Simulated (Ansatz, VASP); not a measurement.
# AlN: VASP beside Ansatz, part 2 of 2

Wanted: the spread between two codes on one cell, functional and k mesh. The cell is taken from a series of runs on this material, whose earlier steps may have relaxed, scaled, displaced or heated it; both programs get it as it stands.

VASP 6.6.1 and Ansatz 0.2.0.

So far: The starting structure; VASP: relaxation of cell and atoms, r2SCAN with rVV10.

## Step 3: Ansatz: relaxation of cell and atoms, r2SCAN with rVV10

Level of this step: Ansatz beside VASP: Kohn-Sham DFT, plane waves, r2SCAN with rVV10 (Ansatz).

Ansatz runs on its default PAW (the set named soft_2) files.

The same cell, functional, mesh and smearing now go to Ansatz.

input.yaml reads:

```yaml
crystal:
  lattice:
    - [3.11, 0.0, 0.0]
    - [-1.555, 2.6933390058, 0.0]
    - [0.0, 0.0, 4.98]
  atoms:
    - { symbol: Al, position: [0.6666666667, 0.3333333333, 0.0] }
    - { symbol: Al, position: [0.3333333333, 0.6666666667, 0.5] }
    - { symbol: "N", position: [0.6666666667, 0.3333333333, 0.382] }
    - { symbol: "N", position: [0.3333333333, 0.6666666667, 0.882] }
kpoints:
  mp_grid: { grid: [9, 9, 4] }
hamiltonian:
  xc: r2scan
  dispersion: rvv10
scf:
  occupations: { method: gaussian, width: 0.02 }
output:
  forces: true
  stress: true
  eigenvalues: true
  write_density: true
  write_potential: true
  elf: true
  volumetric_format: npy
basis:
  ecutwfc: 520.0
relax:
  adjacent_minimum: "off"
  f_tol: 0.005
  max_steps: 60
  cell: { stress_tol: 0.03 }
```

On the command line:

```sh
> ansatz run input.yaml --threads 4 --pin off --max-ram 8192MiB --backend cpu --events-out ev --progress --plain --runs-dir out
```

Numbers of over 12 decimals in the logs are rounded to 6 here.

The log of the run:

```text
Engine: ansatz 0.2.0, aarch64-unknown-linux-gnu
Pseudopotentials: kind: paw
Pseudopotential: Al, paw, valence charge 3, recommended cutoff 500 eV (meta_gga), Al.paw.azcp
Pseudopotential: N, paw, valence charge 5, recommended cutoff 500 eV (meta_gga), N.paw.azcp
Functional definition: r2SCAN+rVV10
  parameter k0 = 0.174
  parameter k1 = 0.065
  parameter a1 = 4.9479
  exchange = r2scan_x(k0 = k0, k1 = k1, a1 = a1)
  correlation = r2scan_c + rvv10(11.95, 0.0093)
Crystal: 4 atoms, lattice volume = 41.714 Å³
Basis set: ecut = 520 eV, 1105 PW (Γ), exchange–correlation on 108×108×180 points (64 copies of the dense FFT grid, shifted against one another)
Bands: 12, of which v1, the nominal top of the filled ones, is band 8 counted from 1 (7 counted from 0)
Symmetry: 12 space group operations
Space group: P63mc (ITA 186), of the structure as read, at distance tolerance 3.5e-5 Å
k-points: 36 of 324 (time reversal used)
Non-local potential: Al, projectors of the file, l = 0: 2, l = 1: 2, l = 2: 1
Non-local potential: N, projectors of the file, l = 0: 2, l = 1: 2, l = 2: 1
PAW form: soft (Blöchl's): semilocal exchange-correlation on the pseudo side does not see the compensation charge
rVV10 density: all electrons in the spheres
PAW frozen core: Al, regenerated for the run's functional (the file was generated under x = pbe(κ = 0.804, μ = 0.219515), c = pbe(β = 0.066725))
PAW frozen core: N, regenerated for the run's functional (the file was generated under x = pbe(κ = 0.804, μ = 0.219515), c = pbe(β = 0.066725))
PAW one-centre angular grid: Al, 302 points (default); XC on 160 Gauss nodes
PAW one-centre angular grid: N, 302 points (default); XC on 160 Gauss nodes
Initial density: superposition of atomic densities (neutral atoms: chi_scale 0, normalization atom), corrected by the library's trained network
Initial wavefunctions: pseudopotential atomic-orbital guess
Functional: x = r2scan, c = r2scan + rvv10(b = 11.95, C = 0.0093); τ floored in thin density (d = 2e-4 eV/Å³)
SCF iter   1: F=—  HF=-1855.568790 eV  |F-HF|=—  |Δ(HF+E_count)|=         —  Δρ=5.76e-3  dr2=1.09e-2  dr2_τ=3.01e-1  ethr=1.77e-3  ⟨swp⟩=6.2  Hψ=2935  notcnv=0
preconditioner: auto → none  [insulator: Δε(μ)=4.700 eV  Ē_g=14.169 eV  σ=0.020 eV  W_gap=1.00  n_scr=2 (ndim 8)  ℏωp=23.0 eV  f_vac=0.000  D(μ)=0.00/eV (n_scr^D=0)  ε∞_Penn≈3.6]
SCF iter   2: F=—  HF=-1855.711283 eV  |F-HF|=—  |Δ(HF+E_count)|=   1.42e-1  Δρ=4.24e-3  dr2=3.86e-3  dr2_τ=1.35e-4  ethr=6.79e-5  ⟨swp⟩=3.0  Hψ=1294  notcnv=0
SCF iter   3: F=—  HF=-1855.710636 eV  |F-HF|=—  |Δ(HF+E_count)|=   6.47e-4  Δρ=8.31e-4  dr2=1.68e-4  dr2_τ=1.98e-5  ethr=2.41e-5  ⟨swp⟩=3.0  Hψ=864  notcnv=0
SCF iter   4: F=—  HF=-1855.710701 eV  |F-HF|=—  |Δ(HF+E_count)|=   6.58e-5  Δρ=9.34e-5  dr2=1.30e-6  dr2_τ=1.90e-7  ethr=1.05e-6  ⟨swp⟩=2.3  Hψ=729  notcnv=0
SCF iter   5: F=—  HF=-1855.710702 eV  |F-HF|=—  |Δ(HF+E_count)|=   7.26e-7  Δρ=4.70e-5  dr2=8.66e-7  dr2_τ=3.22e-8  ethr=8.10e-9  ⟨swp⟩=2.1  Hψ=644  notcnv=0
SCF iter   6: F=-1855.710702 eV  HF=-1855.710702 eV  |F-HF|=1.16e-9  |Δ(HF+E_count)|=   2.89e-8  Δρ=9.39e-6  dr2=2.55e-8  dr2_τ=5.72e-10  ethr=6.25e-10  ⟨swp⟩=5.1  Hψ=2473  notcnv=0
SCF 1 converged in 6 iterations: F = -1855.710702 eV  dr2 = 2.55e-8
  greatest PAW one-centre occupation: 0.793 electrons in one spin orbital (limit 2), on the N atom at site 3 (counted from 0), in its partial waves of l = 0
relax step   1: F+E_penalty+E_count = -1855.71070209 eV  Δ(F+E_penalty+E_count) = +0.000e0 eV  max|allowed force component| = 1.695e-2 eV/Å  Δτ_max = 0.0000 Å  P = -1.251 GPa  Ω = 41.714 Å³  (6 SCF iters, dr2 threshold 1.00e-7 eV, accepted)
[...]
relax step   2: F+E_penalty+E_count = -1855.71150138 eV  Δ(F+E_penalty+E_count) = -7.993e-4 eV  max|allowed force component| = 1.120e-2 eV/Å  Δτ_max = 0.0004 Å  P = -0.604 GPa  Ω = 41.587 Å³  energy of the carried Pulay correction = +3.711e-5 eV  (4 SCF iters, dr2 threshold 4.00e-7 eV, accepted)
[...]
relax step   3: F+E_penalty+E_count = -1855.71176873 eV  Δ(F+E_penalty+E_count) = -2.674e-4 eV  max|allowed force component| = 1.876e-3 eV/Å  Δτ_max = 0.0003 Å  P = +0.006 GPa  Ω = 41.467 Å³  energy of the carried Pulay correction = +7.209e-5 eV  (4 SCF iters, dr2 threshold 4.00e-7 eV, accepted)
[...]
relax step   4: F+E_penalty+E_count = -1855.71168989 eV  Δ(F+E_penalty+E_count) = +7.884e-5 eV  max|allowed force component| = 1.877e-3 eV/Å  Δτ_max = 0.0000 Å  P = +0.007 GPa  Ω = 41.467 Å³  stress off target by 1.30e-2 GPa  SCF on the basis re-selected at this cell (its energy is not comparable with the rows above)  (4 SCF iters)
basis re-selected at this cell: Δ(F+E_penalty+E_count) = +7.884e-5 eV, ΔP = +0.001 GPa vs the last step (what re-selecting the basis moved, of the pressure what is left beyond the Pulay correction that the steps carried, after the strain that the cell walked since its last selection, with what the two solves' SCF thresholds leave and, on support functions, any second-order correction that the steps lacked; it is no m [...]
SCF converged after 4 iterations
Free energy (F): -1855.711690 eV
Harris-Foulkes:  -1855.711690 eV  (|F-HF|=3.18e-12)
Internal energy: -1855.711690 eV  (E = F + TS)
E sigma→0 (E₀):  -1855.711690 eV
Fermi energy:    9.394928 eV
--- Per-component energies (eV) ---
  E_band       = 23.401299
  E_kinetic    = 321.416997
  E_local      = -447.452934  (includes V_loc(G=0)·N_el)
  E_nonlocal   = 108.536811
  E_hartree    = 156.769947
  E_xc         = -196.592756
  E_vxc        = -238.375095  (∫ρ·V_xc dr)
  E_paw        = -1204.945433  (= ΣΔE_a)
  E_vpaw       = -47.063758  (= ΣTr[D̂ρ^β])
  E_aug_tail   = 0.000021  (compensation charges beyond the density's cutoff)
  E_vtau       = 12.799394  (kinetic-family band-sum trace: ∫τ·v_τ [+ j·A + Jᵃ·Aᵃ] dr)
  E_ewald      = -593.264998
  E_core_change = -0.179345  (= ΣΔE_core)
  E_smearing   = -0.000000  (= −TS)
  E_closure    = 0.000000  (closes the sum)
  Σ components = -1855.711690   (vs F -1855.711690, Δ=0.00e0)
--- Forces (eV/Å), atoms counted from 1 ---
  atom   1  Al    -0.00000000     0.00000000     0.00184452
  atom   2  Al     0.00000000    -0.00000000     0.00184452
  atom   3  N      0.00000000    -0.00000000    -0.00190905
  atom   4  N      0.00000000     0.00000000    -0.00190905
  max |Σ_I F_I| component: 1.29e-4 eV/Å
--- Stress (GPa, compression-positive) ---
        0.012970       0.000000       0.000000
        0.000000       0.012970       0.000000
        0.000000       0.000000      -0.004681
  P = ⅓ Tr σ = 0.0071 GPa (0.071 kbar)
--- Band table (eV; the first three rows and the last of 36) ---
  k-point 0: bands = [... 4 lower, 6.0682, 6.7331, 6.7331, 6.9605, 11.8294, 14.4838, 18.5536, 19.0059]
  k-point 1: bands = [... 4 lower, 6.1608, 6.1608, 6.6309, 6.6309, 12.8032, 14.5817, 18.2062, 18.9625]
  k-point 2: bands = [... 4 lower, 6.3910, 6.3910, 6.3910, 6.3910, 14.1847, 14.1847, 18.2751, 18.2751]
  k-point 35: bands = [... 4 lower, 3.0074, 3.0074, 6.1442, 6.1442, 15.0790, 15.0790, 15.5920, 15.5920]
--- Relaxed structure (3 steps of the walk, 3 accepted, 1 SCFs on fresh bases) ---
  F+E_penalty+E_count = -1855.71168989 eV   max|allowed force component| = 1.877e-3 eV/Å   (the final SCF, on the basis selected at the relaxed cell)
  cell:  # Å, volume = 41.4673 Å³
    - [3.103302, 0.0, 0]
    - [-1.551651, 2.687539, 0]
    - [0, 0, 4.971953]
  atoms:
    - { symbol: Al, position: [0.666667, 0.333333, 0.00014623] }
    - { symbol: Al, position: [0.333333, 0.666667, 0.500146] }
    - { symbol: N, position: [0.666667, 0.333333, 0.381854] }
    - { symbol: N, position: [0.333333, 0.666667, 0.881854] }
```

The column dr2 measures how far the density is from self-consistency, as an energy; F and HF (Harris–Foulkes) agree once it is small.

## Step 4: Side by side

Known differences besides the potentials themselves: VASP keeps PBE cores, Ansatz makes them for the functional; the cutoff is 520 eV in Ansatz and 660 eV in VASP; Ansatz adds a Pulay correction to the stress that steers its cell, VASP none. Total energies have different zeros and are not compared.

The two programs side by side:

```tsv
quantity	Ansatz	VASP	difference
volume (Å³)	41.47	41.42	+0.12 %
edge a after relaxation, in the typed setting (Å)	3.103	3.102	+0.03 %
edge c after relaxation, in the typed setting (Å)	4.972	4.969	+0.06 %
```

## Step 5: What came out

```json
{
 "difference in volume (relaxation of cell and atoms, r2SCAN with rVV10)": "0.12 %"
}
```

What this shows: The difference in volume is 0.12 % (relaxation of cell and atoms, r2SCAN with rVV10), within the 1.2 % picked in this series as the mark of a large difference, as far as the stopping tolerances let one tell. How closely two codes agree says nothing of how well the functional describes the real material.

[Lines on the potential files, build, host, timing and source positions are cut from VASP's logs without a mark.]

[Logs are printed without paths, hosts, clocks, repeated set-up lines and the standing remarks that a program may print on its own settings, such as how far it seeks lower states.]

[Hosts, paths, dates, database ids (printed as entryN), source tags and the programs' standing remarks are cut or masked in the printed files.]
